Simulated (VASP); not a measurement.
All values below come from PBE GGA + U (Dudarev), VASP's PBE PAW potentials (set 64) (plane waves; VASP).

VASP ran on this input.

### KPOINTS
```
Automatic mesh
0
G
 12 12 8
```

**INCAR**
```
SYSTEM=TiAl
PREC=Accurate; ENCUT=400; LREAL=.FALSE.
LASPH=.TRUE.
EDIFF=1E-6; NELM=100; ALGO=Normal
LMAXMIX=4
ISMEAR=1; SIGMA=0.1
GGA=PE
LDAUL=2 -1
LDAUU=2.0 0
LDAUJ=0 0
LDAU=.TRUE.; LDAUTYPE=2; LDAUPRINT=1
ISIF=2
LWAVE=.FALSE.; LCHARG=.FALSE.; LORBIT=10
```

### POSCAR
```
TiAl
1
    2.8293100000     0.0000000000     0.0000000000
    0.0000000000     2.7842810000     0.0000000000
    0.0000000000     0.0000000000     3.9676390000
Ti Al
1 1
Direct
  0.0000000000   0.0000000000   0.0000000000
  0.5242410000   0.5000000000   0.5000000000
```

POTCAR, in this order: Ti_sv Al (PBE.64 set). Program: vasp_std.

Estimate the energy per atom (σ→0), pressure, largest force, band gap (on the k-mesh).

The energy per atom (σ→0) is -5.410 eV/atom and the band gap (on the k-mesh) is none (metal, semimetal or under 0.01 eV). The pressure is 7.06 GPa and the largest force is 0.364 eV/Å.

**OSZICAR**
```
...
DAV:   7    -0.108183008256E+02    0.88966E-01   -0.10033E+00  6274   0.110E+01    0.196E+00
DAV:   8    -0.108199304103E+02   -0.16296E-02   -0.15321E-01  6090   0.390E+00    0.430E-01
DAV:   9    -0.108183521841E+02    0.15782E-02   -0.16880E-02  6112   0.153E+00    0.228E-01
DAV:  10    -0.108189311295E+02   -0.57895E-03   -0.10623E-03  6655   0.357E-01    0.511E-02
DAV:  11    -0.108189203852E+02    0.10744E-04   -0.20655E-04  6478   0.141E-01    0.392E-02
DAV:  12    -0.108189239861E+02   -0.36008E-05   -0.15610E-05  6472   0.458E-02    0.123E-02
DAV:  13    -0.108189235010E+02    0.48509E-06   -0.98094E-07  3644   0.140E-02
   1 F= -.10818924E+02 E0= -.10819020E+02  d E =0.289716E-03
```

The compound is TiAl in the L1_0 structure. The cell was not relaxed at this level, atoms are displaced from their ideal sites. The run is one of a series of settings (LDAU = .TRUE., LDAUJ = 0 0, LDAUL = 2 -1, LDAUTYPE = 2, LDAUU = 2.0 0 against the base run), some of them coarse on purpose. The electron count is odd and the run is not spin-polarised, which forces a metal.
